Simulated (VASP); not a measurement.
**Relaxed cell of TiB2: a test of cutoff and mesh**

How far does the relaxed cell of TiB2 depend on cutoff and k mesh? The starting structure is a measured crystal structure from the Crystallography Open Database. The first relaxation on each setting starts from this cell expanded by 3 % in volume.

Main program and level: VASP 6.6.1; Kohn-Sham DFT with plane waves and PAW; PBEsol.

## Step 1: The starting structure

The structure is hexagonal, space group P6/mmm (No. 191). The conventional cell has a = 3.029 Å, b = 3.029 Å, c = 3.228 Å, α = 90.00°, β = 90.00°, γ = 120.00°. Ti has 12 B at 2.38 Å nearest. B has 3 B at 1.75 Å and 6 Ti at 2.38 Å nearest. Farther neighbours are not listed.

As a file:

```cif
data_structure
_symmetry_space_group_name_H-M 'P6/mmm'
_symmetry_Int_Tables_number 191
_cell_length_a 3.0292
_cell_length_b 3.0292
_cell_length_c 3.2284
_cell_angle_alpha 90.000
_cell_angle_beta 90.000
_cell_angle_gamma 120.000
_cell_volume 25.66
loop_
_atom_site_label
_atom_site_type_symbol
_atom_site_symmetry_multiplicity
_atom_site_Wyckoff_symbol
_atom_site_fract_x
_atom_site_fract_y
_atom_site_fract_z
_atom_site_occupancy
Ti1 Ti 1 a 0.00000 0.00000 0.00000 1
B1 B 2 d 0.66667 0.33333 0.50000 1
```

## Step 2: Reference relaxation

This run starts from the cell of an earlier relaxation, which isn't shown; the restart sets up the plane waves anew.

The input, INCAR:

```
SYSTEM = TiB2
PREC = Accurate
ENCUT = 450
EDIFF = 1E-06
NELM = 100
ISMEAR = 0
SIGMA = 0.05
LREAL = .FALSE.
ALGO = Normal
GGA = PS
NBANDS = 15
LORBIT = 11
LWAVE = .FALSE.
LCHARG = .FALSE.
KPAR = 4
IBRION = 2
NSW = 50
ISIF = 3
EDIFFG = -0.006
```

The input, POSCAR:

```
TiB2
1.0
    3.0187480018      0.0000000000      0.0000000000
   -1.5093740009      2.6143124571      0.0000000000
    0.0000000000      0.0000000000      3.1858459215
Ti B
1 2
Direct
    0.0000000000      0.0000000000      0.0000000000
    0.6666666667      0.3333333333      0.5000000000
    0.3333333333      0.6666666667      0.5000000000
```

The input, KPOINTS:

```
Automatic mesh
0
Gamma
12 12 10
0 0 0
```

The projector-augmented-wave data sets are Ti_sv and B (PBE family, release 64).

Run with:

```sh
> mpirun -np 4 vasp_std
```

The program printed:

```text
[banner, memory and clock lines left out]
running    4 mpi-ranks, on    1 nodes
 distrk:  each k-point on    1 cores,    4 groups
 distr:  one band on    1 cores,    1 groups

 POSCAR found type information on POSCAR TiB
 POSCAR found :  2 types and       3 ions
|                                                                             |
|               ----> ADVICE to this user running VASP <----                  |
|                                                                             |
|     You enforced a specific xc type in the INCAR file but a different       |
|     [... a line on the potential file left out ...]
|     I HOPE YOU KNOW WHAT YOU ARE DOING!                                     |
|                                                                             |

 LDA part: xc-table for (Slater+PW92), standard interpolation
 POSCAR, INCAR and KPOINTS ok, starting setup
 FFT: planning ... GRIDC
 FFT: planning ... GRID_SOFT
 FFT: planning ... GRID
 WAVECAR not read
 entering main loop
       N       E                     dE             d eps       ncg     rms          rms(c)
DAV:   1     0.114585415780E+03    0.11459E+03   -0.83606E+03  3441   0.125E+03
DAV:   2    -0.235972754470E+02   -0.13818E+03   -0.13348E+03  3630   0.340E+02
DAV:   3    -0.306554308578E+02   -0.70582E+01   -0.69800E+01  4914   0.761E+01
DAV:   4    -0.308325297569E+02   -0.17710E+00   -0.17691E+00  4137   0.110E+01
DAV:   5    -0.308375160029E+02   -0.49862E-02   -0.49860E-02  5065   0.155E+00    0.175E+01
DAV:   6    -0.257770722025E+02    0.50604E+01   -0.20619E+01  4725   0.521E+01    0.387E+00
DAV:   7    -0.257892143220E+02   -0.12142E-01   -0.11210E+00  3679   0.120E+01    0.353E+00
DAV:   8    -0.257917014456E+02   -0.24871E-02   -0.84188E-02  5570   0.248E+00    0.694E-01
DAV:   9    -0.257899520961E+02    0.17493E-02   -0.29930E-02  4227   0.232E+00    0.206E-01
DAV:  10    -0.257896699527E+02    0.28214E-03   -0.32110E-03  4285   0.735E-01    0.996E-02
DAV:  11    -0.257896278469E+02    0.42106E-04   -0.19318E-04  4712   0.146E-01    0.658E-02
DAV:  12    -0.257896016614E+02    0.26186E-04   -0.94675E-05  4081   0.123E-01    0.162E-02
DAV:  13    -0.257896018366E+02   -0.17515E-06   -0.54058E-06  4341   0.202E-02
   1 F= -.25789602E+02 E0= -.25789118E+02  d E =-.257896E+02
 curvature:   0.00 expect dE= 0.000E+00 dE for cont linesearch  0.000E+00
 trial: gam= 0.00000 g(F)=  0.666E-49 g(S)=  0.389E-05 ort = 0.000E+00 (trialstep = 0.100E+01)
 search vector abs. value=  0.389E-05
 reached required accuracy - stopping structural energy minimisation
```

Elapsed: 17 s, on 4 MPI ranks of AMD EPYC 7R43, shared host; peak memory 0.5 GiB.

The logs omit lines about the potential files and the build; timing stands in the text.

Parts of OUTCAR (step 2):

```text
ion  position               nearest neighbor table
   1  0.000  0.000  0.000-   2 2.36   3 2.36   2 2.36   3 2.36   3 2.36   3 2.36   2 2.36   2 2.36
                             2 2.36   2 2.36   3 2.36   3 2.36
   2  0.667  0.333  0.500-   3 1.74   3 1.74   3 1.74   1 2.36   1 2.36   1 2.36   1 2.36   1 2.36
                             1 2.36
   3  0.333  0.667  0.500-   2 1.74   2 1.74   2 1.74   1 2.36   1 2.36   1 2.36   1 2.36   1 2.36
                             1 2.36

  LATTYP: Found a hexagonal cell.
 ALAT       =     3.0187480018
 C/A-ratio  =     1.0553533848

 Subroutine GETGRP returns: Found 24 space group operations
 (whereof 24 operations were pure point group operations)

The static configuration has the point symmetry D_6h.

 Found    114 irreducible k-points:

   k-points           NKPTS =    114   k-points in BZ     NKDIM =    114   number of bands    NBANDS=     15

   dimension x,y,z NGX =    24 NGY =   24 NGZ =   24
   dimension x,y,z NGXF=    48 NGYF=   48 NGZF=   48

   ENCUT  =  450.0 eV  33.07 Ry    5.75 a.u.   5.22  5.22  5.51*2*pi/ulx,y,z

   NELECT =      18.0000    total number of electrons

 k-points in reciprocal lattice and weights: Automatic mesh
   0.00000000  0.00000000  0.00000000       0.001
   0.08333333  0.00000000  0.00000000       0.004
   0.16666667 -0.00000000  0.00000000       0.004
   0.25000000  0.00000000  0.00000000       0.004
   0.33333333  0.00000000  0.00000000       0.004
   0.41666667  0.00000000  0.00000000       0.004
   0.50000000  0.00000000  0.00000000       0.002
   0.08333333  0.08333333  0.00000000       0.004
   0.16666667  0.08333333  0.00000000       0.008
[...]
0.33333333  0.25000000  0.50000000       0.008
   0.33333333  0.33333333  0.50000000       0.001

 average (electrostatic) potential at core
       1 -70.4393       2 -22.1845       3 -22.1845

 E-fermi :  10.1396

 k-point     1 :       0.0000    0.0000    0.0000
  band No.  band energies     occupation
    ...
      5      -3.4336      2.00000
      6       7.4299      2.00000
      7       7.4299      2.00000
      8       7.9310      2.00000
      9       7.9576      2.00000
     10      12.0899      0.00000
     11      12.0899      0.00000
     12      13.9705      0.00000
     13      13.9705      0.00000
     14      15.9111      0.00000
    ...

 k-point     2 :       0.0833    0.0000    0.0000
  band No.  band energies     occupation
    ...
      5      -3.2982      2.00000
      6       7.0497      2.00000
      7       7.4110      2.00000
      8       7.8111      2.00000
      9       8.0233      2.00000
     10      12.0494      0.00000
     11      12.3341      0.00000
     12      13.4120      0.00000
     13      13.5018      0.00000
     14      16.4638      0.00000
    ...

 k-point     3 :       0.1667   -0.0000    0.0000
  band No.  band energies     occupation
    ...
      5      -2.9001      2.00000
      6       6.0736      2.00000
      7       7.3393      2.00000
      8       7.5429      2.00000
      9       8.1702      2.00000
     10      11.9407      0.00000
     11      12.6386      0.00000
     12      12.9269      0.00000
     13      12.9444      0.00000
     14      17.1314      0.00000
    ...

  Total        0.0085741      0.0085741     -0.0097452      0.0000000     -0.0000000      0.0000000
  in kB        0.5463725      0.5463725     -0.6209979      0.0000000     -0.0000000      0.0000000
  external PRESSURE =       0.1572490 kB  Pullay stress =       0.0000000 kB

  energy-cutoff  :      450.00
  volume of cell :       25.14
      direct lattice vectors                 reciprocal lattice vectors
     3.018748002  0.000000000  0.000000000     0.331263159  0.191254874  0.000000000
    -1.509374001  2.614312457  0.000000000     0.000000000  0.382509748  0.000000000
     0.000000000  0.000000000  3.185845921     0.000000000  0.000000000  0.313888375

 POSITION                                       TOTAL-FORCE (eV/Angst)
 -----------------------------------------------------------------------------------
      0.00000      0.00000      0.00000         0.000000      0.000000     -0.000000
      1.50937      0.87144      1.59292        -0.000000     -0.000000     -0.000000
     -0.00000      1.74287      1.59292        -0.000000      0.000000      0.000000
 -----------------------------------------------------------------------------------
    total drift:                               -0.000000      0.000000      0.000000

  FREE ENERGIE OF THE ION-ELECTRON SYSTEM (eV)
  ---------------------------------------------------
  free  energy   TOTEN  =       -25.7896018366 eV

  energy  without entropy=      -25.7886343814  energy(sigma->0) =      -25.78911811

 reached required accuracy - stopping structural energy minimisation

 total charge
# of ion       s       p       d       tot
------------------------------------------
    1        2.182   6.223   2.069  10.475
    2        0.687   1.335   0.000   2.022
    3        0.687   1.335   0.000   2.022
--------------------------------------------------
tot          3.557   8.893   2.069  14.519

[... 3 further parts left out ...]
```

The PAW data sets were made with PBE, which is usual practice but a small mismatch for other functionals. The run keeps the 24 symmetry operations of its start, so it cannot find a distortion of lower symmetry.

The reference relaxation ends at 8.381 Å³ an atom. Pressures at 0.985 and 1.015 times this volume, from two more relaxations that aren't shown, give a bulk modulus of 262.6 GPa.

## Step 3: Relaxation with a cutoff of 320 eV

Against step 2 the input has ENCUT = 320. This run starts from the cell of an earlier relaxation, which isn't shown; the restart sets up the plane waves anew.

INCAR: that of step 2 with these lines changed.

```diff
@@ -2,3 +2,3 @@
 PREC = Accurate
-ENCUT = 450
+ENCUT = 320
 EDIFF = 1E-06
```

The input, POSCAR:

```
TiB2
1.0
    3.0159002960      0.0000000000      0.0000000000
   -1.5079501480      2.6118462715      0.0000000000
    0.0000000000      0.0000000000      3.1821166558
Ti B
1 2
Direct
    0.0000000000      0.0000000000      0.0000000000
    0.6666666667      0.3333333333      0.5000000000
    0.3333333333      0.6666666667      0.5000000000
```

KPOINTS is that of step 2.

Run with:

```sh
> mpirun -np 4 vasp_std
```

The program printed:

```text
[banner, memory and clock lines left out]
running    4 mpi-ranks, on    1 nodes
[...]
[... a notice as in an earlier step ...]

 LDA part: xc-table for (Slater+PW92), standard interpolation
 POSCAR, INCAR and KPOINTS ok, starting setup
[...]
entering main loop
       N       E                     dE             d eps       ncg     rms          rms(c)
DAV:   1     0.911021368397E+02    0.91102E+02   -0.68228E+03  3472   0.101E+03
DAV:   2    -0.258637823296E+02   -0.11697E+03   -0.11349E+03  3728   0.293E+02
DAV:   3    -0.306993534497E+02   -0.48356E+01   -0.47984E+01  4523   0.622E+01
DAV:   4    -0.308154161832E+02   -0.11606E+00   -0.11597E+00  4242   0.898E+00
[...]
DAV:  11    -0.257697539205E+02    0.72870E-05   -0.13721E-04  4880   0.131E-01    0.568E-02
DAV:  12    -0.257697297132E+02    0.24207E-04   -0.89190E-05  3869   0.123E-01    0.123E-02
DAV:  13    -0.257697288652E+02    0.84801E-06   -0.37033E-06  4111   0.158E-02
   1 F= -.25769729E+02 E0= -.25769248E+02  d E =-.257697E+02
[...]
DAV:   3    -0.257697296780E+02    0.30201E-04   -0.84528E-05  4342   0.982E-02    0.123E-02
DAV:   4    -0.257697302731E+02   -0.59512E-06   -0.32180E-05  4785   0.396E-02    0.760E-03
DAV:   5    -0.257697339629E+02   -0.36898E-05   -0.24419E-06  4671   0.117E-02    0.198E-03
DAV:   6    -0.257697355711E+02   -0.16082E-05   -0.18639E-06  3842   0.559E-03    0.142E-03
DAV:   7    -0.257697356922E+02   -0.12102E-06   -0.93238E-08  1836   0.294E-03
   2 F= -.25769736E+02 E0= -.25769255E+02  d E =-.682700E-05
 trial-energy change:   -0.000007  1 .order   -0.000003   -0.000026    0.000020
 step:   0.5670(harm=  0.5670)  dis= 0.00000  next Energy=   -25.769736 (dE=-0.730E-05)
[...]
N       E                     dE             d eps       ncg     rms          rms(c)
DAV:   1    -0.257697843159E+02   -0.48745E-04   -0.91654E-04  3952   0.420E-01    0.650E-02
DAV:   2    -0.257697411838E+02    0.43132E-04   -0.23649E-04  4707   0.199E-01    0.131E-02
DAV:   3    -0.257697379832E+02    0.32006E-05   -0.15998E-05  4335   0.428E-02    0.521E-03
DAV:   4    -0.257697387184E+02   -0.73521E-06   -0.59641E-06  4414   0.169E-02
   3 F= -.25769739E+02 E0= -.25769258E+02  d E =-.985320E-05
[...]
reached required accuracy - stopping structural energy minimisation
```

The job ended after 16 s (4 MPI ranks; peak memory 0.45 GiB; 59 s of CPU time).

OUTCAR, selected parts (step 3):

```text
  Total        0.0076330      0.0076330      0.0021426      0.0000000     -0.0000000      0.0000000
  in kB        0.4881998      0.4881998      0.1370370      0.0000000     -0.0000000      0.0000000
  external PRESSURE =       0.3711455 kB  Pullay stress =       0.0000000 kB

 POSITION                                       TOTAL-FORCE (eV/Angst)
 -----------------------------------------------------------------------------------
      0.00000      0.00000      0.00000        -0.000000      0.000000      0.000000
      1.50764      0.87044      1.59070        -0.000000      0.000000      0.000000
     -0.00000      1.74088      1.59070         0.000000     -0.000000     -0.000000
 -----------------------------------------------------------------------------------
    total drift:                               -0.000000      0.000000     -0.000000

  FREE ENERGIE OF THE ION-ELECTRON SYSTEM (eV)
  ---------------------------------------------------
  free  energy   TOTEN  =       -25.7697387184 eV

  energy  without entropy=      -25.7687773167  energy(sigma->0) =      -25.76925802

[... 2 parts as in an earlier step ...]

[... 2 further parts left out ...]
[key lines of the parts left out:]
E-fermi :  10.1911
```

With a cutoff of 320 eV the cell ends at 8.350 Å³ an atom, -0.37 % from the reference; the bulk modulus is 265.3 GPa against 262.6 GPa.

## Step 4: Relaxation with a 7×7×6 mesh

Against step 2 the input has a 7×7×6 mesh. This run starts from the cell of an earlier relaxation, which isn't shown; the restart sets up the plane waves anew.

INCAR: that of step 3 with these lines changed.

```diff
@@ -2,3 +2,3 @@
 PREC = Accurate
-ENCUT = 320
+ENCUT = 450
 EDIFF = 1E-06
```

The input, POSCAR:

```
TiB2
1.0
    3.0205504590      0.0000000000      0.0000000000
   -1.5102752294      2.6158734308      0.0000000000
    0.0000000000      0.0000000000      3.1806317155
Ti B
1 2
Direct
    0.0000000000      0.0000000000      0.0000000000
    0.6666666667      0.3333333333      0.5000000000
    0.3333333333      0.6666666667      0.5000000000
```

The input, KPOINTS:

```
Automatic mesh
0
Gamma
7 7 6
0 0 0
```

Run with:

```sh
> mpirun -np 4 vasp_std
```

The program printed:

```text
[... set-up lines as in an earlier step ...]
 entering main loop
       N       E                     dE             d eps       ncg     rms          rms(c)
DAV:   1     0.117158209644E+03    0.11716E+03   -0.84691E+03   960   0.125E+03
DAV:   2    -0.240229109326E+02   -0.14118E+03   -0.13661E+03  1037   0.344E+02
DAV:   3    -0.306125057965E+02   -0.65896E+01   -0.65207E+01  1365   0.746E+01
DAV:   4    -0.308040318464E+02   -0.19153E+00   -0.19138E+00  1175   0.113E+01
[...]
DAV:  11    -0.257865399138E+02    0.10446E-03   -0.21279E-04  1244   0.155E-01    0.569E-02
DAV:  12    -0.257865254950E+02    0.14419E-04   -0.67419E-05  1261   0.974E-02    0.118E-02
DAV:  13    -0.257865253975E+02    0.97510E-07   -0.48815E-06  1065   0.235E-02
   1 F= -.25786525E+02 E0= -.25786304E+02  d E =-.257865E+02
[...]
reached required accuracy - stopping structural energy minimisation
```

It took 5 s on 4 MPI ranks; peak memory 0.44 GiB; 17 s of CPU time.

From OUTCAR (step 4):

```text
  Total        0.0040190      0.0040190      0.0016387      0.0000000      0.0000000     -0.0000000
  in kB        0.2562183      0.2562183      0.1044734      0.0000000      0.0000000     -0.0000000
  external PRESSURE =       0.2056366 kB  Pullay stress =       0.0000000 kB

 POSITION                                       TOTAL-FORCE (eV/Angst)
 -----------------------------------------------------------------------------------
      0.00000      0.00000      0.00000        -0.000000      0.000000      0.000000
      1.51028      0.87196      1.59032         0.000000     -0.000000      0.000000
     -0.00000      1.74392      1.59032        -0.000000      0.000000     -0.000000
 -----------------------------------------------------------------------------------
    total drift:                               -0.000000      0.000000      0.000000

  FREE ENERGIE OF THE ION-ELECTRON SYSTEM (eV)
  ---------------------------------------------------
  free  energy   TOTEN  =       -25.7865253975 eV

  energy  without entropy=      -25.7860827835  energy(sigma->0) =      -25.78630409

[... 1 part as in an earlier step ...]

[... 3 further parts left out ...]
[key lines of the parts left out:]
E-fermi :  10.0923
```

With a 7×7×6 mesh the cell ends at 8.377 Å³ an atom, -0.04 % from the reference; the bulk modulus is 263.1 GPa against 262.6 GPa.

[end of part 1 of 2]

[Lines on the potential files, build, host, timing and source positions are cut from VASP's logs without a mark.]

[Logs are printed without paths, hosts, clocks, repeated set-up lines and the standing remarks that a program may print on its own settings, such as how far it seeks lower states.]

[Hosts, paths, dates, database ids (printed as entryN), source tags and the programs' standing remarks are cut or masked in the printed files.]
